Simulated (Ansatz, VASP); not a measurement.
# Zn (Zinc): VASP beside Ansatz

Aim: how closely do two programs agree when they are given the same cell, functional and k mesh? The cell is taken from a series of runs on this material, whose earlier steps may have relaxed, scaled, displaced or heated it; both programs get it as it stands.

Main program and level: Ansatz 0.2.0; plane waves, with VASP 6.6.1 beside it; relaxation of cell and atoms at PBE.

## (1) Set-up

The structure is hexagonal, space group P6_3/mmc (No. 194). The conventional cell has a = 2.640 Å, b = 2.640 Å, c = 5.068 Å, α = 90.00°, β = 90.00°, γ = 120.00°. Zn has 6 Zn at 2.64 Å nearest.

Structure file:

```cif
data_structure
_symmetry_space_group_name_H-M 'P 1'
_symmetry_Int_Tables_number 1
_cell_length_a 2.6398
_cell_length_b 2.6398
_cell_length_c 5.0681
_cell_angle_alpha 90.000
_cell_angle_beta 90.000
_cell_angle_gamma 120.000
_cell_volume 30.58
loop_
_atom_site_label
_atom_site_type_symbol
_atom_site_fract_x
_atom_site_fract_y
_atom_site_fract_z
_atom_site_occupancy
Zn1 Zn 0.33333 0.66667 0.25000 1
Zn2 Zn 0.66667 0.33333 0.75000 1
```

## (2) VASP: relaxation of cell and atoms, PBE

The relaxed volume is the usual yardstick between codes: in a stiff, nearly cubic crystal its relative difference is about their pressure difference at one cell divided by the bulk modulus.

Lines of VASP's logs that name or quote its potential files are left out, and so is its time.

The input, INCAR:

```
SYSTEM = Zn
PREC = Accurate
ENCUT = 500
EDIFF = 1E-07
NELM = 120
ISMEAR = -1
SIGMA = 0.15
LREAL = .FALSE.
ALGO = Normal
GGA = PE
NBANDS = 18
LORBIT = 11
LWAVE = .FALSE.
LCHARG = .FALSE.
ISIF = 3
IBRION = 2
NSW = 80
EDIFFG = -0.005
LASPH = .TRUE.
GGA_COMPAT = .FALSE.
NELMIN = 4
```

The input, POSCAR:

```
Zn
1.0
    2.6397740000      0.0000000000      0.0000000000
   -1.3198870000      2.2861110000      0.0000000000
    0.0000000000      0.0000000000      5.0680520000
Zn
2
Direct
    0.3333333334      0.6666666668      0.2500000000
    0.6666666668      0.3333333334      0.7500000000
```

The input, KPOINTS:

```
Automatic mesh
0
Gamma
24 24 10
0 0 0
```

PAW data sets: Zn (PBE family, release 64).

Command:

```sh
$ mpirun -np 1 vasp_std
```

Numbers of over 12 decimals in the logs are rounded to 6 here.

The program printed:

```text
[banner, memory and clock lines left out]
running    1 mpi-ranks, on    1 nodes
 distrk:  each k-point on    1 cores,    1 groups
 distr:  one band on    1 cores,    1 groups

 POSCAR found type information on POSCAR Zn
 POSCAR found :  1 types and       2 ions
 LDA part: xc-table for (Slater+PW92), standard interpolation
 POSCAR, INCAR and KPOINTS ok, starting setup
 FFT: planning ... GRIDC
 FFT: planning ... GRID_SOFT
 FFT: planning ... GRID
 WAVECAR not read
 entering main loop
       N       E                     dE             d eps       ncg     rms          rms(c)
DAV:   1     0.107361886662E+03    0.10736E+03   -0.12279E+04 13504   0.205E+03
DAV:   2     0.182555343986E+01   -0.10554E+03   -0.10262E+03 13272   0.294E+02
DAV:   3    -0.241846863739E+01   -0.42440E+01   -0.42278E+01 14944   0.673E+01
DAV:   4    -0.244168667070E+01   -0.23218E-01   -0.23212E-01 14568   0.508E+00
DAV:   5    -0.244171768181E+01   -0.31011E-04   -0.31011E-04 14190   0.166E-01    0.397E+00
DAV:   6    -0.224544165940E+01    0.19628E+00   -0.85146E-01 14192   0.195E+01    0.297E+00
DAV:   7    -0.223660125489E+01    0.88404E-02   -0.28092E-02 16760   0.289E+00    0.153E+00
DAV:   8    -0.223223318786E+01    0.43681E-02   -0.19680E-03 17292   0.687E-01    0.484E-02
DAV:   9    -0.223224673240E+01   -0.13545E-04   -0.26578E-04 17566   0.217E-01    0.347E-02
DAV:  10    -0.223225017229E+01   -0.34399E-05   -0.25118E-05 13686   0.626E-02    0.283E-03
DAV:  11    -0.223225002750E+01    0.14479E-06   -0.12155E-07 12064   0.342E-03    0.188E-03
DAV:  12    -0.223224968055E+01    0.34695E-06   -0.23240E-08  7346   0.306E-03    0.160E-04
DAV:  13    -0.223224968082E+01   -0.26830E-09   -0.81329E-09  7012   0.854E-04
   1 F= -.22322497E+01 E0= -.22169765E+01  d E =-.223225E+01
[...]
2 F= -.22324657E+01 E0= -.22170169E+01  d E =-.215971E-03
[...]
3 F= -.22324682E+01 E0= -.22170281E+01  d E =-.218471E-03
[...]
4 F= -.22324686E+01 E0= -.22170355E+01  d E =-.218913E-03
[...]
5 F= -.22324730E+01 E0= -.22170343E+01  d E =-.437480E-05
[...]
6 F= -.22324758E+01 E0= -.22170320E+01  d E =-.724227E-05
 curvature:  -0.93 expect dE=-0.495E-05 dE for cont linesearch -0.519E-06
 ZBRENT: increasing intervall
 opt :   3.5425  next Energy=    -2.232477 (dE=-0.868E-05)
 bond charge predicted
       N       E                     dE             d eps       ncg     rms          rms(c)
DAV:   1    -0.223260966945E+01   -0.13383E-03   -0.22671E-03 15152   0.540E-01    0.756E-02
DAV:   2    -0.223251201466E+01    0.97655E-04   -0.21916E-04 16706   0.292E-01    0.381E-02
DAV:   3    -0.223248408994E+01    0.27925E-04   -0.15954E-05 16616   0.636E-02    0.170E-02
DAV:   4    -0.223247874701E+01    0.53429E-05   -0.80953E-06 17398   0.404E-02    0.259E-03
DAV:   5    -0.223247877360E+01   -0.26593E-07   -0.13433E-06 13672   0.142E-02    0.916E-04
DAV:   6    -0.223247877658E+01   -0.29772E-08   -0.11821E-07  7142   0.622E-03
   7 F= -.22324788E+01 E0= -.22170238E+01  d E =-.101827E-04
 curvature:  -2.58 expect dE=-0.220E-05 dE for cont linesearch -0.121E-05
 trial: gam=-0.16216 g(F)=  0.676E-46 g(S)=  0.853E-06 ort = 0.173E-05 (trialstep = 0.149E+01)
 search vector abs. value=  0.460E-06
 reached required accuracy - stopping structural energy minimisation
```

Parts of OUTCAR (step 2):

```text
ion  position               nearest neighbor table
   1  0.333  0.667  0.250-   2 2.96   2 2.96   2 2.96   2 2.96   2 2.96   2 2.96
   2  0.667  0.333  0.750-   1 2.96   1 2.96   1 2.96   1 2.96   1 2.96   1 2.96

  LATTYP: Found a hexagonal cell.
 ALAT       =     2.6397740000
 C/A-ratio  =     1.9198810201

 Subroutine GETGRP returns: Found 24 space group operations
 (whereof 12 operations were pure point group operations)

The static configuration has the point symmetry D_3d.
 The point group associated with its full space group is D_6h.

 Found    366 irreducible k-points:

   k-points           NKPTS =    366   k-points in BZ     NKDIM =    366   number of bands    NBANDS=     18

   dimension x,y,z NGX =    20 NGY =   20 NGZ =   40
   dimension x,y,z NGXF=    40 NGYF=   40 NGZF=   80

   ENCUT  =  500.0 eV  36.75 Ry    6.06 a.u.   4.81  4.81  9.24*2*pi/ulx,y,z

   NELECT =      24.0000    total number of electrons

 k-points in reciprocal lattice and weights: Automatic mesh
   0.00000000  0.00000000  0.00000000       0.000
   0.04166667 -0.00000000  0.00000000       0.001
   0.08333333 -0.00000000  0.00000000       0.001
   0.12500000 -0.00000000  0.00000000       0.001
   0.16666667 -0.00000000  0.00000000       0.001
   0.20833333  0.00000000  0.00000000       0.001
   0.25000000 -0.00000000  0.00000000       0.001
   0.29166667 -0.00000000  0.00000000       0.001
   0.33333333 -0.00000000  0.00000000       0.001
[...]
0.33333333  0.29166667  0.50000000       0.002
   0.33333333  0.33333333  0.50000000       0.000

 average (electrostatic) potential at core
       1 -36.9743       2 -36.9743

 E-fermi :   3.0096

 k-point     1 :       0.0000    0.0000    0.0000
  band No.  band energies     occupation
    ...
      9      -4.2285      2.00000
     10      -4.0534      2.00000
     11      -4.0534      2.00000
     12      -0.6706      2.00000
     13      -0.3468      2.00000
     14      15.5790      0.00000
     15      19.3579      0.00000
     16      20.9698      0.00000
     17      20.9698      0.00000
     18      22.5476      0.00000

 k-point     2 :       0.0417   -0.0000    0.0000
  band No.  band energies     occupation
    ...
      9      -4.2331      2.00000
     10      -4.0844      2.00000
     11      -4.0531      2.00000
     12      -0.5868      2.00000
     13      -0.3202      2.00000
     14      15.6369      0.00000
     15      19.3094      0.00000
     16      19.8766      0.00000
     17      20.3607      0.00000
     18      21.7372      0.00000

 k-point     3 :       0.0833   -0.0000    0.0000
  band No.  band energies     occupation
    ...
      9      -4.2463      2.00000
     10      -4.1628      2.00000
     11      -4.0526      2.00000
     12      -0.3453      2.00000
     13      -0.2384      2.00000
     14      15.8078      0.00000
     15      17.8180      0.00000
     16      19.3624      0.00000
     17      19.4137      0.00000
     18      21.1354      0.00000

  Total       -0.0017357     -0.0017357     -0.0054160      0.0000000     -0.0000000      0.0000000
  in kB       -0.0905391     -0.0905391     -0.2825105      0.0000000     -0.0000000      0.0000000
  external PRESSURE =      -0.1545296 kB  Pullay stress =       0.0000000 kB

  energy-cutoff  :      500.00
  volume of cell :       30.72
      direct lattice vectors                 reciprocal lattice vectors
     2.646338843  0.000000000  0.000000000     0.377880559  0.218169475 -0.000000000
    -1.323169421  2.291796318 -0.000000000     0.000000000  0.436338950 -0.000000000
     0.000000000  0.000000000  5.064472006     0.000000000  0.000000000  0.197453950

 POSITION                                       TOTAL-FORCE (eV/Angst)
 -----------------------------------------------------------------------------------
      0.00000      1.52786      1.26612        -0.000000      0.000000     -0.000000
      1.32317      0.76393      3.79835         0.000000     -0.000000      0.000000
 -----------------------------------------------------------------------------------
    total drift:                               -0.000000     -0.000000     -0.000000

  FREE ENERGIE OF THE ION-ELECTRON SYSTEM (eV)
  ---------------------------------------------------
  free  energy   TOTEN  =        -2.2324787766 eV

  energy  without entropy=       -2.2015688608  energy(sigma->0) =       -2.21702382

 reached required accuracy - stopping structural energy minimisation

 total charge
# of ion       s       p       d       tot
------------------------------------------
    1        0.597   0.444   9.720  10.761
    2        0.597   0.444   9.720  10.761
--------------------------------------------------
tot          1.194   0.887  19.441  21.522

[... 3 further parts left out ...]
```

The run keeps the 24 symmetry operations of its start, so it cannot find a distortion of lower symmetry.

## (3) Ansatz: relaxation of cell and atoms, PBE

Ansatz runs on its default PAW (the set named soft_2) files.

The same cell, functional, mesh and smearing now go to Ansatz, which takes its cutoff from its data sets.

The input, input.yaml:

```yaml
crystal:
  lattice:
    - [2.6397737647, 0.0, 0.0]
    - [-1.3198868824, 2.2861111405, 0.0]
    - [0.0, 0.0, 5.068052252]
  atoms:
    - { symbol: Zn, position: [0.3333333333, 0.6666666667, 0.25] }
    - { symbol: Zn, position: [0.6666666667, 0.3333333333, 0.75] }
kpoints:
  mp_grid: { grid: [24, 24, 10] }
hamiltonian:
  xc: pbe
scf:
  occupations: { method: fermi_dirac, width: 0.15 }
output:
  forces: true
  stress: true
  eigenvalues: true
relax:
  adjacent_minimum: "off"
  f_tol: 0.001
  max_steps: 60
  cell: { stress_tol: 0.01 }
```

Command:

```sh
$ ansatz run input.yaml --threads 8 --pin off --max-ram 14336MiB --backend cpu --events-out ev --progress --plain --runs-dir out
```

The program printed:

```text
Engine: ansatz 0.2.0, aarch64-unknown-linux-gnu
Pseudopotentials: kind: paw
Pseudopotential: Zn, paw, valence charge 12, recommended cutoff 420 eV (normal), Zn.paw.azcp
Functional definition: PBE
  parameter kappa = 0.804
  parameter beta = 0.066725
  exchange = pbe_x(kappa = kappa, mu = beta*pi^2/3)
  correlation = pbe_c(beta = beta)
Crystal: 2 atoms, lattice volume = 30.585 Å³
Basis set: ecut = 420 eV, 623 PW (Γ), exchange–correlation on 36×36×72 points (8 copies of the dense FFT grid, shifted against one another)
Bands: 16, of which v1, the nominal top of the filled ones, is band 12 counted from 1 (11 counted from 0)
Symmetry: 24 space group operations
Space group: P63/mmc (ITA 194), of the structure as read, at distance tolerance 3.1e-5 Å
k-points: 366 of 5760
Non-local potential: Zn, projectors of the file, l = 0: 2, l = 1: 2, l = 2: 3, l = 3: 1
PAW form: soft (Blöchl's): semilocal exchange-correlation on the pseudo side does not see the compensation charge
PAW one-centre angular grid: Zn, 590 points (default); XC on 64 Gauss nodes
Initial density: superposition of atomic densities (neutral atoms: chi_scale 0, normalization atom), corrected by the library's trained network
Initial wavefunctions: pseudopotential atomic-orbital guess
Functional: x = pbe(κ = 0.804, μ = 0.219515), c = pbe(β = 0.066725)
SCF iter   1: F=—  HF=-6638.078020 eV  |F-HF|=—  |Δ(HF+E_count)|=         —  Δρ=1.15e-3  dr2=3.26e-4  ethr=1.77e-3  ⟨swp⟩=5.0  Hψ=28851  notcnv=0
preconditioner: auto → none  [metal: Δε(μ)=0.020 eV  Ē_g=13.099 eV  σ=0.150 eV  W_gap=0.03  n_scr=4 (ndim 8)  ℏωp=32.9 eV  f_vac=0.000  D(μ)=0.39/eV (n_scr^D=2)  sad-step TF]
SCF iter   2: F=—  HF=-6638.078218 eV  |F-HF|=—  |Δ(HF+E_count)|=   1.98e-4  Δρ=7.92e-4  dr2=1.63e-4  ethr=1.36e-6  ⟨swp⟩=2.3  Hψ=13602  notcnv=0
SCF iter   3: F=—  HF=-6638.078216 eV  |F-HF|=—  |Δ(HF+E_count)|=   2.31e-6  Δρ=4.65e-4  dr2=3.83e-5  ethr=6.81e-7  ⟨swp⟩=2.0  Hψ=10222  notcnv=0
SCF iter   4: F=—  HF=-6638.078206 eV  |F-HF|=—  |Δ(HF+E_count)|=   9.77e-6  Δρ=1.51e-4  dr2=4.06e-6  ethr=1.60e-7  ⟨swp⟩=2.2  Hψ=10023  notcnv=0
iter 5 did not close the SCF: its close was put off for the readings that it lacked (scf_convergence_deferred on its scf_iter line)
SCF iter   5: F=-6638.078205 eV  HF=-6638.078205 eV  |F-HF|=8.87e-9  |Δ(HF+E_count)|=   1.39e-6  Δρ=1.16e-5  dr2=1.90e-8  ethr=1.69e-8  ⟨swp⟩=2.0  Hψ=9584  notcnv=0
SCF iter   6: F=-6638.078205 eV  HF=-6638.078205 eV  |F-HF|=1.27e-8  |Δ(HF+E_count)|=   2.14e-8  Δρ=8.62e-6  dr2=1.25e-8  ethr=7.92e-11  ⟨swp⟩=2.7  Hψ=24072  notcnv=0
SCF 1 converged in 6 iterations: F = -6638.078205 eV  dr2 = 1.25e-8
  greatest PAW one-centre occupation: 0.981 electrons in one spin orbital (limit 2), on the Zn atom at site 1 (counted from 0), in its partial waves of l = 2
relax step   1: F+E_penalty+E_count = -6638.07820479 eV  Δ(F+E_penalty+E_count) = +0.000e0 eV  max|allowed force component| = 2.128e-16 eV/Å  Δτ_max = 0.0000 Å  P = +0.080 GPa  Ω = 30.585 Å³  (6 SCF iters, dr2 threshold 1.00e-7 eV, accepted)
[...]
relax step   2: F+E_penalty+E_count = -6638.07820173 eV  Δ(F+E_penalty+E_count) = +3.060e-6 eV  max|allowed force component| = 1.989e-16 eV/Å  Δτ_max = 0.0000 Å  P = +0.028 GPa  Ω = 30.604 Å³  energy of the carried Pulay correction = -1.200e-5 eV  (3 SCF iters, dr2 threshold 3.18e-8 eV, accepted)
[...]
relax step   3: F+E_penalty+E_count = -6638.07820063 eV  Δ(F+E_penalty+E_count) = +1.096e-6 eV  max|allowed force component| = 1.897e-16 eV/Å  Δτ_max = 0.0000 Å  P = -0.005 GPa  Ω = 30.612 Å³  energy of the carried Pulay correction = -1.641e-5 eV  (4 SCF iters, dr2 threshold 5.85e-9 eV, accepted)
[...]
relax step   4: F+E_penalty+E_count = -6638.07820352 eV  Δ(F+E_penalty+E_count) = -2.883e-6 eV  max|allowed force component| = 1.272e-16 eV/Å  Δτ_max = 0.0000 Å  P = -0.004 GPa  Ω = 30.609 Å³  energy of the carried Pulay correction = -1.401e-5 eV  (3 SCF iters, dr2 threshold 7.04e-10 eV, accepted)
[...]
relax step   5: F+E_penalty+E_count = -6638.07821838 eV  Δ(F+E_penalty+E_count) = -1.486e-5 eV  max|allowed force component| = 1.249e-16 eV/Å  Δτ_max = 0.0000 Å  P = -0.004 GPa  Ω = 30.609 Å³  stress off target by 6.46e-3 GPa  SCF on the basis re-selected at this cell (its energy is not comparable with the rows above)  (6 SCF iters)
basis re-selected at this cell: Δ(F+E_penalty+E_count) = -1.486e-5 eV, ΔP = +0.000 GPa vs the last step (what re-selecting the basis moved, of the pressure what is left beyond the Pulay correction that the steps carried, after the strain that the cell walked since its last selection, with what the two solves' SCF thresholds leave and, on support functions, any second-order correction that the steps lacked; it is no m [...]
SCF converged after 6 iterations
Free energy (F): -6638.078218 eV
Harris-Foulkes:  -6638.078218 eV  (|F-HF|=9.09e-13)
Internal energy: -6638.047618 eV  (E = F + TS)
E sigma→0 (E₀):  -6638.062918 eV
Entropy (-TS):   -0.030601 eV (-15.300 meV/atom)
Fermi energy:    10.915091 eV
--- Per-component energies (eV) ---
  E_band       = 95.226718
  E_kinetic    = 261.958524
  E_local      = -3089.183892  (includes V_loc(G=0)·N_el)
  E_nonlocal   = 1220.795920
  E_hartree    = 1294.962195
  E_xc         = -275.476308
  E_vxc        = -105.292759  (∫ρ·V_xc dr)
  E_paw        = -3649.303481  (= ΣΔE_a)
  E_vpaw       = -782.974740  (= ΣTr[D̂ρ^β])
  E_aug_tail   = -0.000720  (compensation charges beyond the density's cutoff)
  E_ewald      = -2401.799856
  E_smearing   = -0.030601  (= −TS)
  E_closure    = 0.000000  (closes the sum)
  Σ components = -6638.078218   (vs F -6638.078218, Δ=0.00e0)
--- Forces (eV/Å), atoms counted from 1 ---
  atom   1  Zn    -0.00000000    -0.00000000    -0.00000000
  atom   2  Zn     0.00000000     0.00000000     0.00000000
  max |Σ_I F_I| component: 1.85e-17 eV/Å
--- Stress (GPa, compression-positive) ---
       -0.003429      -0.000000       0.000000
        0.000000      -0.003429       0.000000
        0.000000       0.000000      -0.006460
  P = ⅓ Tr σ = -0.0044 GPa (-0.044 kbar)
--- Band table (eV; the first three rows and the last of 366) ---
  k-point 0: bands = [... 8 lower, 3.7075, 3.8824, 3.8824, 7.2097, 7.5520, 23.3749, 27.1118, 28.8935]
  k-point 1: bands = [... 8 lower, 3.7131, 3.8792, 3.8792, 6.2162, 8.6732, 22.3556, 28.1930, 28.9505]
  k-point 2: bands = [... 8 lower, 3.7289, 3.8696, 3.8696, 5.2108, 10.0671, 20.5268, 29.1183, 29.1183]
  k-point 365: bands = [... 8 lower, 3.8581, 3.8581, 12.0580, 12.0580, 12.8390, 12.8390, 13.2580, 13.2580]
--- Relaxed structure (4 steps of the walk, 4 accepted, 1 SCFs on fresh bases) ---
  F+E_penalty+E_count = -6638.07821838 eV   max|allowed force component| = 1.249e-16 eV/Å   (the final SCF, on the basis selected at the relaxed cell)
  cell:  # Å, volume = 30.6093 Å³
    - [2.641424, 2.8885546562083186e-11, 0]
    - [-1.320712, 2.287540, 0]
    - [0, 0, 5.065776]
  atoms:
    - { symbol: Zn, position: [0.333333, 0.666667, 0.250000] }
    - { symbol: Zn, position: [0.666667, 0.333333, 0.750000] }
```

## (4) Side by side

Known differences besides the potentials themselves: the cutoff is 420 eV in Ansatz and 500 eV in VASP; Ansatz adds a Pulay correction to the stress that steers its cell, VASP none. Total energies have different zeros and are not compared.

Compared:

| quantity | Ansatz | VASP | difference |
| --- | --- | --- | --- |
| volume (Å³) | 30.61 | 30.72 | -0.35 % |
| edge a after relaxation, in the typed setting (Å) | 2.641 | 2.646 | -0.19 % |
| edge c after relaxation, in the typed setting (Å) | 5.066 | 5.064 | +0.03 % |

## (5) Summary of results

```json
{"difference in volume (relaxation of cell and atoms, PBE)": "-0.35 %"}
```

**Reading.** The difference in volume is -0.35 % (relaxation of cell and atoms, PBE), within the 1.2 % picked in this series as the mark of a large difference, as far as the stopping tolerances let one tell. How closely two codes agree says nothing of how well the functional describes the real material.

[Lines on the potential files, build, host, timing and source positions are cut from VASP's logs without a mark.]

[Logs are printed without paths, hosts, clocks, repeated set-up lines and the standing remarks that a program may print on its own settings, such as how far it seeks lower states.]

[Hosts, paths, dates, database ids (printed as entryN), source tags and the programs' standing remarks are cut or masked in the printed files.]
